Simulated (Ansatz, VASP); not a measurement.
**Ti3C2 in two plane-wave programs**

Aim: how closely do two programs agree when they are given the same cell, functional and k mesh? The cell is taken from a series of runs on this material, whose earlier steps may have relaxed, scaled, displaced or heated it; both programs get it as it stands.

Program: Ansatz 0.2.0. Level of theory: plane waves, with VASP 6.6.1 beside it; relaxation of cell and atoms at PBEsol. Results are calculated unless marked as measured.

## Step 1: Set-up

It takes space group P6_3/mmc (No. 194, hexagonal). Conventional cell: a = 3.042 Å, b = 3.042 Å, c = 14.988 Å, α = 90.00°, β = 90.00°, γ = 120.00°. Nearest to Ti lie 3 C at 2.05 Å. Nearest to Ti lie 6 C at 2.18 Å. Nearest to C lie 6 Ti at 2.05 to 2.18 Å. Farther neighbours are not listed.

## Step 2: VASP: relaxation of cell and atoms, PBEsol

The relaxed volume is the usual yardstick between codes: in a stiff, nearly cubic crystal its relative difference is about their pressure difference at one cell divided by the bulk modulus.

Lines of VASP's logs that name or quote its potential files are left out, and so is its time.

The input, INCAR:

```
SYSTEM = Ti3C2
PREC = Accurate
ENCUT = 600
EDIFF = 1E-07
NELM = 120
ISMEAR = 1
SIGMA = 0.2
LREAL = .FALSE.
ALGO = Normal
GGA = PS
NBANDS = 54
LASPH = .TRUE.
LORBIT = 11
LWAVE = .FALSE.
LCHARG = .FALSE.
ISIF = 3
IBRION = 2
NSW = 80
EDIFFG = -0.005
GGA_COMPAT = .FALSE.
NELMIN = 4
KPAR = 2
```

The input, POSCAR:

```
Ti3C2
1.0
    3.0423150000      0.0000000000      0.0000000000
   -1.5211570000      2.6347220000      0.0000000000
    0.0000000000      0.0000000000     14.9882740000
Ti C
6 4
Direct
    0.3333331605      0.6666665402      0.8439095789
    0.6666665108      0.3333334598      0.3439095789
    0.6666665108      0.3333334598      0.1560904878
    0.3333331605      0.6666665402      0.6560904878
    0.0000000000      0.0000000000      0.0000000000
    0.0000000000      0.0000000000      0.5000000000
    0.6666665108      0.3333334598      0.9144004840
    0.3333331605      0.6666665402      0.4144004840
    0.6666665108      0.3333334598      0.5855995160
    0.3333331605      0.6666665402      0.0855995160
```

The input, KPOINTS:

```
Automatic mesh
0
Gamma
15 15 4
0 0 0
```

PAW data sets: Ti_sv and C (PBE family, release 64).

Command:

```console
$ mpirun -np 2 vasp_std
```

Numbers of over 12 decimals in the logs are rounded to 6 here.

What it wrote:

```text
[banner, memory and clock lines left out]
running    2 mpi-ranks, on    1 nodes
 distrk:  each k-point on    1 cores,    2 groups
 distr:  one band on    1 cores,    1 groups

 POSCAR found type information on POSCAR TiC
 POSCAR found :  2 types and      10 ions
|                                                                             |
|               ----> ADVICE to this user running VASP <----                  |
|                                                                             |
|     You enforced a specific xc type in the INCAR file but a different       |
|     [... a line on the potential file left out ...]
|     I HOPE YOU KNOW WHAT YOU ARE DOING!                                     |
|                                                                             |

 LDA part: xc-table for (Slater+PW92), standard interpolation
 POSCAR, INCAR and KPOINTS ok, starting setup
 FFT: planning ... GRIDC
 FFT: planning ... GRID_SOFT
 FFT: planning ... GRID
 WAVECAR not read
 entering main loop
       N       E                     dE             d eps       ncg     rms          rms(c)
DAV:   1     0.132905252138E+04    0.13291E+04   -0.46455E+04  8748   0.220E+03
DAV:   2     0.103054402967E+03   -0.12260E+04   -0.11993E+04  8748   0.661E+02
DAV:   3    -0.100330268505E+03   -0.20338E+03   -0.19854E+03 12970   0.222E+02
DAV:   4    -0.122762124241E+03   -0.22432E+02   -0.22270E+02 12624   0.704E+01
DAV:   5    -0.124312955016E+03   -0.15508E+01   -0.15493E+01 13928   0.163E+01    0.418E+01
DAV:   6    -0.970930145451E+02    0.27220E+02   -0.23431E+02 12306   0.846E+01    0.136E+01
DAV:   7    -0.979194898224E+02   -0.82648E+00   -0.58705E+01 12540   0.410E+01    0.126E+01
DAV:   8    -0.961892159419E+02    0.17303E+01   -0.27348E+01 11872   0.232E+01    0.613E+00
DAV:   9    -0.962466015393E+02   -0.57386E-01   -0.22406E+00 12416   0.684E+00    0.239E+00
DAV:  10    -0.962234922149E+02    0.23109E-01   -0.52664E-01 13032   0.360E+00    0.111E+00
DAV:  11    -0.962316888795E+02   -0.81967E-02   -0.77816E-02 12816   0.190E+00    0.428E-01
DAV:  12    -0.962293856153E+02    0.23033E-02   -0.23399E-02 11644   0.174E+00    0.123E-01
DAV:  13    -0.962295466397E+02   -0.16102E-03   -0.25751E-03 11938   0.288E-01    0.474E-02
DAV:  14    -0.962295151299E+02    0.31510E-04   -0.30283E-04 13478   0.129E-01    0.140E-02
DAV:  15    -0.962295143144E+02    0.81551E-06   -0.27615E-05 11860   0.337E-02    0.585E-03
DAV:  16    -0.962295142344E+02    0.79990E-07   -0.46749E-06 12326   0.218E-02    0.162E-03
DAV:  17    -0.962295142299E+02    0.45457E-08   -0.60363E-07 10528   0.598E-03
   1 F= -.96229514E+02 E0= -.96234667E+02  d E =-.962295E+02
 curvature:   0.00 expect dE= 0.000E+00 dE for cont linesearch  0.000E+00
 trial: gam= 0.00000 g(F)=  0.273E-04 g(S)=  0.799E-04 ort = 0.000E+00 (trialstep = 0.100E+01)
 search vector abs. value=  0.107E-03
 bond charge predicted
       N       E                     dE             d eps       ncg     rms          rms(c)
DAV:   1    -0.962302348079E+02   -0.72057E-03   -0.31237E-02 11686   0.184E+00    0.274E-01
DAV:   2    -0.962296017758E+02    0.63303E-03   -0.79437E-03 11428   0.639E-01    0.100E-01
DAV:   3    -0.962295068934E+02    0.94882E-04   -0.14009E-03 12706   0.314E-01    0.502E-02
DAV:   4    -0.962294759288E+02    0.30965E-04   -0.92821E-04 12182   0.283E-01    0.286E-02
DAV:   5    -0.962294677398E+02    0.81890E-05   -0.20209E-04 12178   0.120E-01    0.145E-02
DAV:   6    -0.962294733337E+02   -0.55938E-05   -0.21601E-05 11968   0.257E-02    0.129E-02
DAV:   7    -0.962294772415E+02   -0.39078E-05   -0.23933E-06 12548   0.910E-03    0.787E-03
DAV:   8    -0.962294819990E+02   -0.47575E-05   -0.15784E-05 11924   0.153E-02    0.301E-03
DAV:   9    -0.962294820615E+02   -0.62562E-07   -0.23486E-06 10960   0.897E-03    0.212E-03
DAV:  10    -0.962294819975E+02    0.64043E-07   -0.27114E-07  7160   0.286E-03
   2 F= -.96229482E+02 E0= -.96234688E+02  d E =0.322324E-04
 trial-energy change:    0.000032  1 .order    0.000027   -0.000107    0.000162
 step:   0.3728(harm=  0.3984)  dis= 0.00021  next Energy=   -96.229534 (dE=-0.197E-04)
 bond charge predicted
       N       E                     dE             d eps       ncg     rms          rms(c)
DAV:   1    -0.962298266198E+02   -0.34456E-03   -0.12289E-02 11490   0.115E+00    0.172E-01
DAV:   2    -0.962295727627E+02    0.25386E-03   -0.31178E-03 11216   0.400E-01    0.628E-02
DAV:   3    -0.962295355011E+02    0.37262E-04   -0.54863E-04 12716   0.193E-01    0.312E-02
DAV:   4    -0.962295251379E+02    0.10363E-04   -0.36265E-04 12208   0.181E-01    0.181E-02
DAV:   5    -0.962295234952E+02    0.16427E-05   -0.78538E-05 11848   0.738E-02    0.891E-03
DAV:   6    -0.962295266687E+02   -0.31735E-05   -0.86872E-06 12032   0.164E-02    0.793E-03
DAV:   7    -0.962295291785E+02   -0.25098E-05   -0.91989E-07 11242   0.562E-03    0.490E-03
DAV:   8    -0.962295339892E+02   -0.48107E-05   -0.61242E-06 11818   0.971E-03    0.184E-03
DAV:   9    -0.962295341065E+02   -0.11735E-06   -0.89754E-07 10752   0.567E-03    0.129E-03
DAV:  10    -0.962295342607E+02   -0.15419E-06   -0.86737E-08  5534   0.182E-03    0.817E-04
DAV:  11    -0.962295344836E+02   -0.22288E-06   -0.14144E-07  5890   0.178E-03    0.332E-04
DAV:  12    -0.962295345159E+02   -0.32294E-07   -0.38163E-08  5376   0.134E-03
   3 F= -.96229535E+02 E0= -.96234707E+02  d E =-.202860E-04
 curvature:  -0.20 expect dE=-0.353E-06 dE for cont linesearch -0.260E-07
 trial: gam=-0.01834 g(F)=  0.161E-05 g(S)=  0.168E-06 ort = 0.374E-05 (trialstep = 0.875E+00)
 search vector abs. value=  0.168E-05
 reached required accuracy - stopping structural energy minimisation
```

OUTCAR, selected parts (step 2):

```text
ion  position               nearest neighbor table
   1  0.333  0.667  0.844-   7 2.05   7 2.05   7 2.05   4 2.82
   2  0.667  0.333  0.344-   8 2.05   8 2.05   8 2.05   3 2.82
   3  0.667  0.333  0.156-  10 2.05  10 2.05  10 2.05   2 2.82
   4  0.333  0.667  0.656-   9 2.05   9 2.05   9 2.05   1 2.82
   5  0.000  0.000  0.000-  10 2.18   7 2.18  10 2.18   7 2.18   7 2.18  10 2.18
   6  0.000  0.000  0.500-   8 2.18   9 2.18   8 2.18   9 2.18   9 2.18   8 2.18
   7  0.667  0.333  0.914-   1 2.05   1 2.05   1 2.05   5 2.18   5 2.18   5 2.18
   8  0.333  0.667  0.414-   2 2.05   2 2.05   2 2.05   6 2.18   6 2.18   6 2.18
   9  0.667  0.333  0.586-   4 2.05   4 2.05   4 2.05   6 2.18   6 2.18   6 2.18
  10  0.333  0.667  0.086-   3 2.05   3 2.05   3 2.05   5 2.18   5 2.18   5 2.18

  LATTYP: Found a hexagonal cell.
 ALAT       =     3.0423150000
 C/A-ratio  =     4.9266016175

 Subroutine GETGRP returns: Found 24 space group operations
 (whereof 12 operations were pure point group operations)

The static configuration has the point symmetry D_3d.
 The point group associated with its full space group is D_6h.

 Found     81 irreducible k-points:

   k-points           NKPTS =     81   k-points in BZ     NKDIM =     81   number of bands    NBANDS=     54

   dimension x,y,z NGX =    24 NGY =   24 NGZ =  120
   dimension x,y,z NGXF=    48 NGYF=   48 NGZF=  240

   ENCUT  =  600.0 eV  44.10 Ry    6.64 a.u.   6.08  6.08 29.94*2*pi/ulx,y,z

   NELECT =      88.0000    total number of electrons

 k-points in reciprocal lattice and weights: Automatic mesh
   0.00000000  0.00000000  0.00000000       0.001
   0.06666667  0.00000000  0.00000000       0.007
   0.13333333  0.00000000  0.00000000       0.007
   0.20000000  0.00000000  0.00000000       0.007
   0.26666667  0.00000000  0.00000000       0.007
   0.33333333 -0.00000000  0.00000000       0.007
   0.40000000  0.00000000  0.00000000       0.007
   0.46666667 -0.00000000  0.00000000       0.007
   0.06666667  0.06666667  0.00000000       0.007
[...]
0.33333333  0.26666667  0.50000000       0.013
   0.33333333  0.33333333  0.50000000       0.002

 average (electrostatic) potential at core
       1 -71.8235       2 -71.8235       3 -71.8234       4 -71.8234       5 -71.6361
       6 -71.6361       7 -45.3641       8 -45.3641       9 -45.3640      10 -45.3640

 E-fermi :   8.8161

 k-point     1 :       0.0000    0.0000    0.0000
  band No.  band energies     occupation
    ...
     38       6.8987      2.00000
     39       6.8987      2.00000
     40       6.9945      2.00000
     41       6.9945      2.00000
     42       7.0744      2.00000
     43       9.0006     -0.03022
     44       9.1476     -0.04085
     45       9.1476     -0.04085
     46       9.2909     -0.00399
     47       9.2909     -0.00399
    ...

 k-point     2 :       0.0667    0.0000    0.0000
  band No.  band energies     occupation
    ...
     38       6.8003      2.00000
     39       6.8838      2.00000
     40       6.9752      2.00000
     41       6.9844      2.00000
     42       7.1152      2.00000
     43       8.9740      0.02537
     44       9.0753     -0.06949
     45       9.1581     -0.03622
     46       9.2028     -0.01969
     47       9.3247     -0.00191
    ...

 k-point     3 :       0.1333    0.0000    0.0000
  band No.  band energies     occupation
    ...
     40       6.9186      2.00000
     41       7.0046      2.00000
     42       7.2164      2.00000
     43       8.7165      1.73813
     44       8.8010      1.12749
     45       9.0204     -0.05446
     46       9.3627     -0.00077
     47       9.3956     -0.00033
     48       9.5540     -0.00000
     49       9.5550     -0.00000
    ...

  Total        0.0013527      0.0013527     -0.0055903      0.0000000      0.0000000     -0.0000000
  in kB        0.0180317      0.0180317     -0.0745213      0.0000000      0.0000000     -0.0000000
  external PRESSURE =      -0.0128193 kB  Pullay stress =       0.0000000 kB

  energy-cutoff  :      600.00
  volume of cell :      120.19
      direct lattice vectors                 reciprocal lattice vectors
     3.042747513  0.000000000  0.000000000     0.328650338  0.189746305  0.000000000
    -1.521373256  2.635096567  0.000000000    -0.000000000  0.379492734 -0.000000000
    -0.000000000  0.000000000 14.989990666     0.000000000  0.000000000  0.066711182

 POSITION                                       TOTAL-FORCE (eV/Angst)
 -----------------------------------------------------------------------------------
     -0.00000      1.75673     12.64998         0.000000      0.000000     -0.002189
      1.52137      0.87837      5.15499        -0.000000     -0.000000     -0.002189
      1.52137      0.87837      2.34001        -0.000000     -0.000000      0.002189
     -0.00000      1.75673      9.83500        -0.000000      0.000000      0.002189
     -0.00000      0.00000      0.00000         0.000000      0.000000     -0.000000
     -0.00000      0.00000      7.49500         0.000000      0.000000     -0.000000
      1.52137      0.87837     13.70688         0.000000     -0.000000     -0.001882
     -0.00000      1.75673      6.21189         0.000000      0.000000     -0.001882
      1.52137      0.87837      8.77810         0.000000     -0.000000      0.001882
     -0.00000      1.75673      1.28311         0.000000      0.000000      0.001882
 -----------------------------------------------------------------------------------
    total drift:                                0.003454      0.000226     -0.003810

  FREE ENERGIE OF THE ION-ELECTRON SYSTEM (eV)
  ---------------------------------------------------
  free  energy   TOTEN  =       -96.2295345159 eV

  energy  without entropy=      -96.2450528578  energy(sigma->0) =      -96.23470730

 reached required accuracy - stopping structural energy minimisation

 total charge
# of ion       s       p       d       tot
------------------------------------------
    1        2.218   6.196   2.003  10.417
    2        2.218   6.196   2.003  10.417
    3        2.218   6.196   2.003  10.417
    4        2.218   6.196   2.003  10.417
    5        2.202   6.257   1.990  10.448
    6        2.202   6.257   1.990  10.448
    7        0.892   1.544   0.000   2.436
    8        0.892   1.544   0.000   2.436
    9        0.892   1.544   0.000   2.436
   10        0.892   1.544   0.000   2.436
--------------------------------------------------
tot         16.844  43.476  11.990  72.311

[... 3 further parts left out ...]
```

CONTCAR:

```
Ti3C2
   1.00000000000000
     3.0427475126871957    0.0000000000820794    0.0000000000000000
    -1.5213732562014324    2.6350965669009834    0.0000000000000000
    -0.0000000000000000    0.0000000000000000   14.9899906661986755
  Ti              C
     6     4
Direct
     0.3333331604999969    0.6666665401999978    0.8438954301254472
     0.6666665107999989    0.3333334598000022    0.3438954301254543
     0.6666665107999989    0.3333334598000022    0.1561046365745494
     0.3333331604999969    0.6666665401999978    0.6561046365745494
     0.0000000000000000    0.0000000000000000    0.0000000000000000
     0.0000000000000000    0.0000000000000000    0.5000000000000000
     0.6666665107999989    0.3333334598000022    0.9144023075191983
     0.3333331604999969    0.6666665401999978    0.4144023075191983
     0.6666665107999989    0.3333334598000022    0.5855976924808017
     0.3333331604999969    0.6666665401999978    0.0855976924808017
```

[end of part 1 of 2]

[Lines on the potential files, build, host, timing and source positions are cut from VASP's logs without a mark.]

[Logs are printed without paths, hosts, clocks, repeated set-up lines and the standing remarks that a program may print on its own settings, such as how far it seeks lower states.]

[Hosts, paths, dates, database ids (printed as entryN), source tags and the programs' standing remarks are cut or masked in the printed files.]
